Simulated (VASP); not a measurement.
## TiAl (space group P4/mmm): computed properties

Computed with LDA (Ceperley-Alder, Perdew-Zunger), VASP's LDA PAW potentials (set 64) (plane waves; VASP).

- space group = P4/mmm (123)
- cell = a = b = 2.7671 Å, c = 3.9877 Å, α = β = γ = 90.00°
- volume per atom = 15.27 Å³/atom
- band gap (over mesh and band path) = none (metal, semimetal or under 0.01 eV)
- Hill bulk modulus = 129 GPa
- Hill shear modulus = 70.5 GPa
- Poisson's ratio = 0.269
- band gap with spin-orbit coupling = none (metallic)
- density = 4.07 g/cm³
- optical Γ-point spectrum = 278 (×2), 325 cm⁻¹
- C11 = 216 GPa
- C12 = 69.9 GPa
- C13 = 103 GPa
- C33 = 180 GPa
- C44 = 128 GPa
- C66 = 35.8 GPa

```
CELL_PARAMETERS angstrom
      2.76714     0.00000     0.00000
      0.00000     2.76714     0.00000
      0.00000     0.00000     3.98774
ATOMIC_POSITIONS crystal
  Ti 0.50000 0.50000 0.50000
  Al 0.00000 0.00000 0.00000
```

Finite-difference elastic constants of metals are sensitive to mesh and smearing; shear constants can be off by tens of GPa.

The structure comes from a computed database's TiAl entry (P4/mmm); how it stands against other phases isn't given here. It was relaxed first. Symmetry was kept, so distortions that lower it aren't found. The electron count is odd and the run is not spin-polarised, which forces a metal.
